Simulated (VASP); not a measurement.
Output of a VASP run:

**OUTCAR**
```
 ion  position               nearest neighbor table
   1  0.000  0.000  0.000-   2 2.12   2 2.12   2 2.12   2 2.12   2 2.12   2 2.12
   2  0.500  0.500  0.500-   1 2.12   1 2.12   1 2.12   1 2.12   1 2.12   1 2.12
  LATTYP: Found a face centered cubic cell.
 ALAT       =     4.2400000000
 Subroutine PRICEL returns:
 Original cell was already a primitive cell.
 Subroutine GETGRP returns: Found 48 space group operations
The static configuration has the point symmetry O_h .
The dynamic configuration has the point symmetry O_h .
 Subroutine INISYM returns: Found 48 space group operations
 Subroutine IBZKPT returns following result:
 Found     84 irreducible k-points:

 Following reciprocal coordinates:
            Coordinates               Weight
  0.000000  0.000000  0.000000      1.000000
  0.076923  0.000000  0.000000      8.000000
  0.153846  0.000000  0.000000      8.000000
  0.230769  0.000000  0.000000      8.000000
  0.307692  0.000000  0.000000      8.000000
  0.384615  0.000000  0.000000      8.000000
  0.461538  0.000000  0.000000      8.000000
  0.076923  0.076923  0.000000      6.000000
  0.153846  0.076923  0.000000     24.000000
  0.230769  0.076923  0.000000     24.000000
  0.307692  0.076923  0.000000     24.000000
  0.384615  0.076923  0.000000     24.000000
  0.461538  0.076923  0.000000     24.000000
 -0.461538  0.076923  0.000000     24.000000
 -0.384615  0.076923  0.000000     24.000000
 -0.307692  0.076923  0.000000     24.000000
 -0.230769  0.076923  0.000000     24.000000
 -0.153846  0.076923  0.000000     24.000000
 -0.076923  0.076923  0.000000     12.000000
  0.153846  0.153846  0.000000      6.000000
  0.230769  0.153846  0.000000     24.000000
  0.307692  0.153846  0.000000     24.000000
  0.384615  0.153846  0.000000     24.000000
  0.461538  0.153846  0.000000     24.000000
 -0.461538  0.153846  0.000000     24.000000
 -0.384615  0.153846  0.000000     24.000000
 -0.307692  0.153846  0.000000     24.000000
 -0.230769  0.153846  0.000000     24.000000
 -0.153846  0.153846  0.000000     12.000000
  0.230769  0.230769  0.000000      6.000000
  0.307692  0.230769  0.000000     24.000000
  0.384615  0.230769  0.000000     24.000000
  0.461538  0.230769  0.000000     24.000000
 -0.461538  0.230769  0.000000     24.000000
 -0.384615  0.230769  0.000000     24.000000
 -0.307692  0.230769  0.000000     24.000000
 -0.230769  0.230769  0.000000     12.000000
  0.307692  0.307692  0.000000      6.000000
  0.384615  0.307692  0.000000     24.000000
  0.461538  0.307692  0.000000     24.000000
   k-points           NKPTS =     84   k-points in BZ     NKDIM =     84   number of bands    NBANDS=     12
   number of dos      NEDOS =    301   number of ions     NIONS =      2
   total plane-waves  NPLWV =  13824
   dimension x,y,z NGX =    24 NGY =   24 NGZ =   24
   dimension x,y,z NGXF=    48 NGYF=   48 NGZF=   48
   ions per type =               1   1
   PREC   = accura    normal or accurate (medium, high low for compatibility)
   ISTART =      0    job   : 0-new  1-cont  2-samecut
   ICHARG =      2    charge: 1-file 2-atom 10-const
   ISPIN  =      1    spin polarized calculation?
   LNONCOLLINEAR =      F non collinear calculations
   LSORBIT =      F    spin-orbit coupling
   INIWAV =      1    electr: 0-lowe 1-rand  2-diag
   ENCUT  =  530.0 eV  38.95 Ry    6.24 a.u.   5.63  5.63  5.63*2*pi/ulx,y,z
   NELM   =    100;   NELMIN=  2; NELMDL= -5     # of ELM steps
   EDIFF  = 0.1E-05   stopping-criterion for ELM
   LREAL  =      F    real-space projection
   NLSPLINE    = F    spline interpolate recip. space projectors
   LMAXMIX     =    4 max onsite mixed and CHGCAR
   VOSKOWN=      0    Vosko Wilk Nusair interpolation
   EDIFFG = -.1E-01   stopping-criterion for IOM
   NSW    =     60    number of steps for IOM
   NBLOCK =      1;   KBLOCK =     60    inner block; outer block
   IBRION =      2    ionic relax: 0-MD 1-quasi-New 2-CG
...
```

### OSZICAR
```
       N       E                     dE             d eps       ncg     rms          rms(c)
DAV:   1     0.138595150897E+03    0.13860E+03   -0.92184E+03  2016   0.174E+03
DAV:   2    -0.219947309447E+02   -0.16059E+03   -0.15341E+03  2120   0.433E+02
DAV:   3    -0.351324711393E+02   -0.13138E+02   -0.12737E+02  2420   0.122E+02
DAV:   4    -0.358634420404E+02   -0.73097E+00   -0.72960E+00  2864   0.275E+01
DAV:   5    -0.358863655922E+02   -0.22924E-01   -0.22918E-01  2556   0.431E+00    0.193E+01
DAV:   6    -0.253990707754E+02    0.10487E+02   -0.26905E+01  2648   0.862E+01    0.451E+00
DAV:   7    -0.260472461401E+02   -0.64818E+00   -0.24065E+00  2452   0.213E+01    0.434E+00
DAV:   8    -0.259970470643E+02    0.50199E-01   -0.22866E-01  2304   0.617E+00    0.225E+00
DAV:   9    -0.259959178446E+02    0.11292E-02   -0.10772E-01  2404   0.362E+00    0.704E-01
DAV:  10    -0.260034988409E+02   -0.75810E-02   -0.62323E-02  2040   0.287E+00    0.297E-01
DAV:  11    -0.260156662745E+02   -0.12167E-01   -0.19865E-02  2108   0.173E+00    0.142E-01
DAV:  12    -0.260168613462E+02   -0.11951E-02   -0.73538E-03  3032   0.734E-01    0.120E-01
DAV:  13    -0.260166480571E+02    0.21329E-03   -0.20229E-04  2208   0.159E-01    0.895E-02
DAV:  14    -0.260166243410E+02    0.23716E-04   -0.22956E-04  2184   0.172E-01    0.338E-02
DAV:  15    -0.260165907388E+02    0.33602E-04   -0.32952E-05  2852   0.613E-02    0.101E-02
DAV:  16    -0.260165956256E+02   -0.48868E-05   -0.61013E-06  2352   0.233E-02    0.473E-03
DAV:  17    -0.260165881981E+02    0.74275E-05   -0.11106E-06  1212   0.174E-02    0.306E-03
DAV:  18    -0.260165897701E+02   -0.15720E-05   -0.53859E-07  1040   0.115E-02    0.107E-03
DAV:  19    -0.260165881024E+02    0.16677E-05   -0.17281E-07  1028   0.609E-03    0.642E-04
DAV:  20    -0.260165883190E+02   -0.21656E-06   -0.39672E-08  1012   0.251E-03
   1 F= -.26016588E+02 E0= -.26016371E+02  d E =-.260166E+02
```

File OUTCAR:
```
------------------------ aborting loop because EDIFF is reached ----------------------------------------
  FORCE on cell =-STRESS in cart. coord.  units (eV):
  Direction    XX          YY          ZZ          XY          YZ          ZX
  --------------------------------------------------------------------------------------
  Total       -0.0049104     -0.0049104     -0.0049104      0.0000000      0.0000000      0.0000000
  in kB       -0.4128452     -0.4128452     -0.4128452      0.0000000      0.0000000      0.0000000
  external PRESSURE =      -0.4128452 kB  Pullay stress =       0.0000000 kB
  volume of cell :       19.06
      direct lattice vectors                 reciprocal lattice vectors
     0.000000000  2.120000000  2.120000000    -0.235849057  0.235849057  0.235849057
     2.120000000  0.000000000  2.120000000     0.235849057 -0.235849057  0.235849057
     2.120000000  2.120000000  0.000000000     0.235849057  0.235849057 -0.235849057
 POSITION                                       TOTAL-FORCE (eV/Angst)
 -----------------------------------------------------------------------------------
      0.00000      0.00000      0.00000         0.000000     -0.000000      0.000000
      2.12000      2.12000      2.12000        -0.000000      0.000000     -0.000000
 -----------------------------------------------------------------------------------
    total drift:                                0.000000     -0.000000     -0.000000
  FREE ENERGIE OF THE ION-ELECTRON SYSTEM (eV)
  ---------------------------------------------------
  free  energy   TOTEN  =       -26.0165883190 eV

  energy  without entropy=      -26.0159369249  energy(sigma->0) =      -26.01637119

 reached required accuracy - stopping structural energy minimisation
```
(Selected blocks of OUTCAR.)

**POSCAR**
```
TiN
1
    0.0000000000     2.1200000000     2.1200000000
    2.1200000000     0.0000000000     2.1200000000
    2.1200000000     2.1200000000     0.0000000000
Ti N
1 1
Direct
  0.0000000000   0.0000000000   0.0000000000
  0.5000000000   0.5000000000   0.5000000000
```

Q: Write an INCAR and KPOINTS that could have produced this output.

A: One answer among several that fit: the input of the run itself, r2SCAN meta-GGA, plane waves, VASP's PBE PAW potentials (set 64).

**KPOINTS**
```
K-points
0
Gamma
  13 13 13
```

INCAR:
```
ALGO=Normal
EDIFF=1E-6
EDIFFG=-0.01
ENCUT=530
IBRION=2
ISIF=3
ISMEAR=1
LASPH=T
LCHARG=F
LMAXMIX=4
LMIXTAU=T
LREAL=F
LWAVE=F
METAGGA=R2SCAN
NELM=100
NSW=60
PREC=Accurate
SIGMA=0.1
SYSTEM=TiN
```

POTCAR, in this order: Ti_sv N (PBE.64 set). Program: vasp_std.

The compound is TiN in the rock salt structure. The cell was not relaxed at this level. The electron count is odd and the run is not spin-polarised, which forces a metal.
